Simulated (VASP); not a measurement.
# AsC (Fm-3m) in VASP: single point with PBEsol

Aim: the single point of AsC with PBEsol.

All numbers are computed with VASP 6.6.1; they aren't measurements. Logs are shortened: lines on timing, memory, paths and dates and some standing lists are left out, and cuts for length are marked.

## 1. The crystal as given

Symmetry: Fm-3m, No. 225, cubic system. Conventional cell: a = 4.795 Å, b = 4.795 Å, c = 4.795 Å, α = 90.00°, β = 90.00°, γ = 90.00°. C (site symmetry m-3m) has 6 As at 2.40 Å as nearest neighbours. As (site symmetry m-3m) has 6 C at 2.40 Å as nearest neighbours.

The cell was built by a generator and needn't be a form met in nature.

## 2. Single point, PBEsol

INCAR reads:

```
  PREC = Accurate
  ENCUT = 520
  EDIFF = 1E-6
  ISMEAR = 1
  SIGMA = 0.2889
  LREAL = F
  LASPH = T
  NELM = 80
  ALGO = Fast
  ISIF = 2
  LWAVE = F
  LCHARG = F
  GGA = PS
  NBANDS = 12
```

KPOINTS reads:

```
regular mesh
0
Gamma
  12 12 12
```

POSCAR reads:

```
AsC
1.0
    0.0000000000      2.3977360000      2.3977360000
    2.3977360000      0.0000000000      2.3977360000
    2.3977360000      2.3977360000      0.0000000000
C As
1 1
Direct
    0.0000000000      0.0000000000      0.0000000000
    0.5000000000      0.5000000000      0.5000000000
```

Potentials or basis: VASP PAW PBE potentials, release 64 (C, As).

Started as:

```sh
$ cat potpaw_PBE.64/C/POTCAR potpaw_PBE.64/As/POTCAR > POTCAR
$ mpirun -np 1 vasp_std > vasp.out
```

OUTCAR:

```text
PREC = Accurate
   ENCUT = 520
   EDIFF = 1E-6
   ISMEAR = 1
   LREAL = F
   LASPH = T
   NELM = 80
   ISIF = 2
   GGA = PS

 ion  position               nearest neighbor table
   1  0.000  0.000  0.000-   2 2.40   2 2.40   2 2.40   2 2.40   2 2.40   2 2.40
   2  0.500  0.500  0.500-   1 2.40   1 2.40   1 2.40   1 2.40   1 2.40   1 2.40

  LATTYP: Found a face centered cubic cell.
 ALAT       =     4.7954720000

  Lattice vectors:

 A1 = (   0.0000000000,   2.3977360000,   2.3977360000)
 A2 = (   2.3977360000,   0.0000000000,   2.3977360000)
 A3 = (   2.3977360000,   2.3977360000,   0.0000000000)

Analysis of symmetry for initial positions (statically):
=====================================================================
 Subroutine PRICEL returns:
 Original cell was already a primitive cell.

 Routine SETGRP: Setting up the symmetry group for a
 face centered cubic supercell.

 Subroutine GETGRP returns: Found 48 space group operations
 (whereof 48 operations were pure point group operations)
 out of a pool of 48 trial point group operations.

The static configuration has the point symmetry O_h .

Analysis of symmetry for dynamics (positions and initial velocities):
=====================================================================
 Subroutine PRICEL returns:
 Original cell was already a primitive cell.

 Routine SETGRP: Setting up the symmetry group for a
 face centered cubic supercell.

 Subroutine GETGRP returns: Found 48 space group operations
 (whereof 48 operations were pure point group operations)
 out of a pool of 48 trial point group operations.

The dynamic configuration has the point symmetry O_h .

 Subroutine INISYM returns: Found 48 space group operations
 (whereof 48 operations are pure point group operations),
 and found     1 'primitive' translations

----------------------------------------------------------------------------------------

                                     Primitive cell

  volume of cell :      27.5698

  direct lattice vectors                    reciprocal lattice vectors
     0.000000000  2.397736000  2.397736000    -0.208530047  0.208530047  0.208530047
     2.397736000  0.000000000  2.397736000     0.208530047 -0.208530047  0.208530047
     2.397736000  2.397736000  0.000000000     0.208530047  0.208530047 -0.208530047

  length of vectors
     3.390910770  3.390910770  3.390910770     0.361184636  0.361184636  0.361184636

  position of ions in fractional coordinates (direct lattice)
     0.000000000  0.000000000  0.000000000
     0.500000000  0.500000000  0.500000000

  ion indices of the primitive-cell ions
   primitive index   ion index
                 1           1
                 2           2

----------------------------------------------------------------------------------------

 KPOINTS: regular mesh

Automatic generation of k-mesh.
 Grid dimensions read from file:
 generate k-points for:   12   12   12

 Generating k-lattice:

  Cartesian coordinates                     Fractional coordinates (reciprocal lattice)
    -0.017377504  0.017377504  0.017377504     0.083333333  0.000000000  0.000000000
     0.017377504 -0.017377504  0.017377504     0.000000000  0.083333333  0.000000000
     0.017377504  0.017377504 -0.017377504     0.000000000  0.000000000  0.083333333

  Length of vectors
     0.030098720  0.030098720  0.030098720

  Shift w.r.t. Gamma in fractional coordinates (k-lattice)
     0.000000000  0.000000000  0.000000000

 Subroutine IBZKPT returns following result:
 ===========================================

 Found     72 irreducible k-points:

 Following reciprocal coordinates:
            Coordinates               Weight
  0.000000  0.000000  0.000000      1.000000
  0.083333  0.000000  0.000000      8.000000
  0.166667  0.000000  0.000000      8.000000
  0.250000  0.000000  0.000000      8.000000
  0.333333  0.000000  0.000000      8.000000
  0.416667  0.000000  0.000000      8.000000
[... 16 lines left out ...]
  0.500000  0.166667  0.000000     24.000000
 -0.416667  0.166667  0.000000     24.000000
 [... further k-points ...]
   k-points           NKPTS =     72   k-points in BZ     NKDIM =     72   number of bands    NBANDS=     12
   number of dos      NEDOS =    301   number of ions     NIONS =      2
   total plane-waves  NPLWV =  21952
   dimension x,y,z NGX =    28 NGY =   28 NGZ =   28
   dimension x,y,z NGXF=    56 NGYF=   56 NGZF=   56
   ions per type =               1   1
   NGX,Y,Z   is equivalent  to a cutoff of  13.73, 13.73, 13.73 a.u.
   NGXF,Y,Z  is equivalent  to a cutoff of  27.46, 27.46, 27.46 a.u.
 SYSTEM =  unknown system
   PREC   = accura    normal or accurate (medium, high low for compatibility)
   ISTART =      0    job   : 0-new  1-cont  2-samecut
   ICHARG =      2    charge: 1-file 2-atom 10-const
   ISPIN  =      1    spin polarized calculation?
   LNONCOLLINEAR =      F non collinear calculations
   LSORBIT =      F    spin-orbit coupling
   LASPH  =      T    aspherical Exc in radial PAW
   ENCUT  =  520.0 eV  38.22 Ry    6.18 a.u.   6.30  6.30  6.30*2*pi/ulx,y,z
   NELM   =     80;   NELMIN=  2; NELMDL= -5     # of ELM steps
   EDIFF  = 0.1E-05   stopping-criterion for ELM
   LREAL  =      F    real-space projection
   EDIFFG = 0.1E-04   stopping-criterion for IOM
   NSW    =      0    number of steps for IOM
   IBRION =     -1    ionic relax: 0-MD 1-quasi-New 2-CG
   NFREE  =      0    steps in history (QN), initial steepest desc. (CG)
   ISIF   =      2    stress and relaxation
   ISYM   =      2    0-nonsym 1-usesym 2-fastsym
   POTIM  = 0.5000    time-step for ionic-motion
   TEBEG  =    0.0;   TEEND  =   0.0 temperature during run
   PSTRESS=    0.0 pullay stress
   NELECT =       9.0000    total number of electrons
   NUPDOWN=      -1.0000    fix difference up-down
   EMIN   =  10.00;   EMAX   =-10.00  energy-range for DOS
   EFERMI =   0.00;   METHOD = LEGACY
   ISMEAR =     1;   SIGMA  =   0.29  broadening in eV -4-tet -1-fermi 0-gaus
   EFERMI_NEDOS =   21; number of points for ismear=-14 and -15
   IALGO  =     68    algorithm
   IMIX   =      4    mixing-type and parameters
     AMIX     =   0.40;   BMIX     =  1.00
     AMIX_MAG =   1.60;   BMIX_MAG =  1.00
  volume/ion in A,a.u.               =      13.78        93.03
  Fermi-wavevector in a.u.,A,eV,Ry     =   1.127226  2.130148 17.288084  1.270638
  Thomas-Fermi vector in A             =   2.263911
   LORBIT       =      0    0 simple, 1 ext, 2 COOP (PROOUT), +10 PAW based schemes
   GGA     = PS    functional components
   LHFCALC =     F    Hartree Fock is set to
   AEXX    =    0.0000 exact exchange contribution
   IVDW    =     0    specifies the selected vdW correction
   LEPSILON=     F    determine dielectric tensor
   LRPA    =     F    only Hartree local field effects (RPA)
 non-spin polarized calculation
 RMM-DIIS sequential band-by-band and
 Methfessel and Paxton  Order N= 1 SIGMA  =   0.29
  energy-cutoff  :      520.00
  volume of cell :       27.57
 maximum number of plane-waves:       754
 NGX is ok and might be reduce to    28
   NGX = 13   NGY = 13   NGZ = 13

 number of electron       9.0000000 magnetization

 Free energy of the ion-electron system (eV)
  ---------------------------------------------------
  ext. energy  EPLUGINS =         0.00000000
  ---------------------------------------------------
  free energy    TOTEN  =       -11.43396445 eV

  energy without entropy =      -11.43751483  energy(sigma->0) =      -11.43514791

 E-fermi :   5.7665     XC(G=0): -11.1236

 val. band max:        5.7549464086   @ k =   0.2500   0.1667   0.0000
 cond. band min:       5.8879239439   @ k =   0.4167   0.1667   0.0833
 fundamental gap:      0.1329775353
 Fermi energy:         5.7664793543

 k-point     1 :       0.0000    0.0000    0.0000
  band No.  band energies     occupation
      1      -9.7467      2.00000
      2       3.3502      2.00000
      3       4.7564      2.00001
      4       4.7564      2.00001
      5       4.7564      2.00001
      6      11.4690     -0.00000
      7      11.4690     -0.00000
      8      11.4690     -0.00000
      9      14.8978      0.00000
     10      14.8978      0.00000
     11      14.8978      0.00000
     12      18.4202      0.00000

 k-point     2 :       0.0833    0.0000    0.0000
  band No.  band energies     occupation
      1      -9.6261      2.00000
      2       2.4387      2.00000
      3       4.7634      2.00001
      4       4.7634      2.00001
      5       5.3999      2.07035
      6      11.0600     -0.00000
      7      11.0600     -0.00000
      8      11.1342     -0.00000
      9      14.6981      0.00000
     10      15.1508      0.00000
     11      15.1508      0.00000
     12      19.3874      0.00000

 k-point     3 :       0.1667    0.0000    0.0000
  band No.  band energies     occupation
      1      -9.2653      2.00000
      2       0.8994      2.00000
      3       4.7973      2.00002
      4       4.7973      2.00002
      5       6.1681     -0.06425
      6      10.1291     -0.00000
      7      10.1291     -0.00000
      8      10.3887     -0.00000
      9      14.5952      0.00000
     10      15.8613      0.00000
     11      15.8613      0.00000
     12      20.8441      0.00000
[... 286 lines left out ...]
 k-point    23 :       0.5000    0.1667    0.0000
  band No.  band energies     occupation
      1      -6.0573      2.00000
      2      -4.1660      2.00000
      3       2.8071      2.00000
      4       3.8536      2.00000
      5       4.9050      2.00021
      6       9.1796     -0.00000
      7       9.5591     -0.00000
      8      10.9523     -0.00000
      9      15.4566      0.00000
     10      19.0748      0.00000
     11      21.3975      0.00000
     12      23.5424      0.00000

 k-point    24 :      -0.4167    0.1667    0.0000
  band No.  band energies     occupation
      1      -5.6705      2.00000
      2      -4.6321      2.00000
      3       2.3379      2.00000
      4       4.3360      2.00000
      5       5.4406      2.06764
      6       8.4605     -0.00000
      7       9.1997     -0.00000
      8      11.2634     -0.00000
      9      16.6241      0.00000
     10      18.4717      0.00000
     11      20.0967      0.00000
     12      24.0259      0.00000

 [... further k-points ...]

------------------------ aborting loop because EDIFF is reached ----------------------------------------

  FORCE on cell =-STRESS in cart. coord.  units (eV):
  Direction    XX          YY          ZZ          XY          YZ          ZX
  --------------------------------------------------------------------------------------
  -------------------------------------------------------------------------------------
  Total       -4.2735664     -4.2735664     -4.2735664     -0.0000000      0.0000000      0.0000000
  in kB     -248.3515926   -248.3515926   -248.3515926     -0.0000000      0.0000000      0.0000000
  external PRESSURE =    -248.3515926 kB  Pullay stress =       0.0000000 kB

 VOLUME and BASIS-vectors are now :
 -----------------------------------------------------------------------------
  energy-cutoff  :      520.00
  volume of cell :       27.57
      direct lattice vectors                 reciprocal lattice vectors
     0.000000000  2.397736000  2.397736000    -0.208530047  0.208530047  0.208530047
     2.397736000  0.000000000  2.397736000     0.208530047 -0.208530047  0.208530047
     2.397736000  2.397736000  0.000000000     0.208530047  0.208530047 -0.208530047

 POSITION                                       TOTAL-FORCE (eV/Angst)
 -----------------------------------------------------------------------------------
      0.00000      0.00000      0.00000         0.000000     -0.000000     -0.000000
      2.39774      2.39774      2.39774        -0.000000      0.000000      0.000000
 -----------------------------------------------------------------------------------
    total drift:                               -0.000000      0.000000      0.000000

  FREE ENERGIE OF THE ION-ELECTRON SYSTEM (eV)
  ---------------------------------------------------
  free  energy   TOTEN  =       -11.4339644466 eV

  energy  without entropy=      -11.4375148340  energy(sigma->0) =      -11.43514791
```

It took 67 s on 1 thread of AMD EPYC, shared host; peak memory 0.13 GiB.

Results:

| Item | Value |
| --- | --- |
| Free energy | -11.4340 eV |
| Pressure | -24.8 GPa |
| Band gap on the k mesh | none (metal or under the smearing width) |

Caveat: so large a pressure means that the cell lies far from this level's equilibrium, or that cutoff or potentials fall short; the potentials were made for another functional, which shifts forces and pressure.
